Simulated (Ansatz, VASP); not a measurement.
Two plane-wave programs on ZnRe2

INCAR

```
PREC     = Accurate       # precision mode
ENCUT    = 520            # plane-wave cutoff, eV
EDIFF    = 1E-6           # SCF threshold, eV
ISMEAR   = -1             # smearing method
SIGMA    = 0.05           # smearing width, eV
LREAL    = F              # projectors in reciprocal space
LASPH    = T              # aspherical terms in the spheres
NELM     = 100            # most SCF steps
ALGO     = Fast           # electronic algorithm
ISIF     = 2              # what is computed and relaxed
LWAVE    = F              # write WAVECAR
LCHARG   = F              # write CHGCAR
LMAXMIX  = 4              # l up to which the mixer works
GGA      = PE             # functional
NBANDS   = 20             # bands
```

The input KPOINTS:

```
Automatic mesh
0
Gamma
  8 8 8
```

POSCAR

```
ZnRe2
1.0
    0.0000000000      2.8955600000      2.8955600000
    2.8955600000      0.0000000000      2.8955600000
    2.8955600000      2.8955600000      0.0000000000
Zn Re
1 2
Direct
    0.0000000000      0.0000000000      0.0000000000
    0.7500000000      0.7500000000      0.7500000000
    0.2500000000      0.2500000000      0.2500000000
```

The input KPOINTS_OPT:

```
path GXWKGLUWLK,UX
20
line-mode
reciprocal
 0.0000000000  0.0000000000  0.0000000000  G
 0.5000000000  0.0000000000  0.5000000000  X

 0.5000000000  0.0000000000  0.5000000000  X
 0.5000000000  0.2500000000  0.7500000000  W

 0.5000000000  0.2500000000  0.7500000000  W
 0.3750000000  0.3750000000  0.7500000000  K

 0.3750000000  0.3750000000  0.7500000000  K
 0.0000000000  0.0000000000  0.0000000000  G

 0.0000000000  0.0000000000  0.0000000000  G
 0.5000000000  0.5000000000  0.5000000000  L

 0.5000000000  0.5000000000  0.5000000000  L
 0.6250000000  0.2500000000  0.6250000000  U

 0.6250000000  0.2500000000  0.6250000000  U
 0.5000000000  0.2500000000  0.7500000000  W

 0.5000000000  0.2500000000  0.7500000000  W
 0.5000000000  0.5000000000  0.5000000000  L

 0.5000000000  0.5000000000  0.5000000000  L
 0.3750000000  0.3750000000  0.7500000000  K

 0.6250000000  0.2500000000  0.6250000000  U
 0.5000000000  0.0000000000  0.5000000000  X
```

input.yaml

```yaml
crystal:
  lattice:
    - [0.0, 2.89556, 2.89556]
    - [2.89556, 0.0, 2.89556]
    - [2.89556, 2.89556, 0.0]
  atoms:
    - { symbol: Zn, position: [0.0, 0.0, 0.0] }
    - { symbol: Re, position: [0.75, 0.75, 0.75] }
    - { symbol: Re, position: [0.25, 0.25, 0.25] }
hamiltonian:
  xc: pbe
  pseudopotentials: { kind: paw }
kpoints:
  mp_grid: { grid: [8, 8, 8] }
  band_path:
    path:
      - [[0.0, 0.0, 0.0], [0.5, 0.0, 0.5], [0.5, 0.25, 0.75], [0.375, 0.375, 0.75], [0.0, 0.0, 0.0], [0.5, 0.5, 0.5], [0.625, 0.25, 0.625], [0.5, 0.25, 0.75], [0.5, 0.5, 0.5], [0.375, 0.375, 0.75]]
      - [[0.625, 0.25, 0.625], [0.5, 0.0, 0.5]]
    npoints: 14
scf:
  occupations: { method: fermi_dirac, width: 0.05 }
  n_extra_bands: 7
output:
  forces: true
  stress: true
  eigenvalues: true
  fatbands: false
```

The cell was built by a generator and needn't be a form met in nature.

Alike in both runs: task band structure; functional PBE; k mesh 8 × 8 × 8; occupations fermi-dirac, width 0.05 eV; no spin polarisation.

```csv
,VASP,Ansatz
version,VASP 6.6.1,Ansatz 0.2.0
potentials or method,"VASP PAW PBE potentials, release 64 (Zn, Re)",Ansatz PAW
plane-wave cutoff (eV),520,420
valence electrons in the cell,26,42
```

VASP gave:

| Property | Result |
| --- | --- |
| gap on the k mesh at the Fermi level (eV) | none |
| pressure (GPa) | 0.3 |

**Question.** Which values does Ansatz return?

**Answer.** gap on the k mesh at the Fermi level (eV): none; pressure (GPa): 0.0.

A gap of «none» marks a metal or a gap that the smearing closes. The two sets of potentials don't hold the same shells in valence.

Caveats: spin-orbit coupling is left out, which moves the levels of the heavy elements.
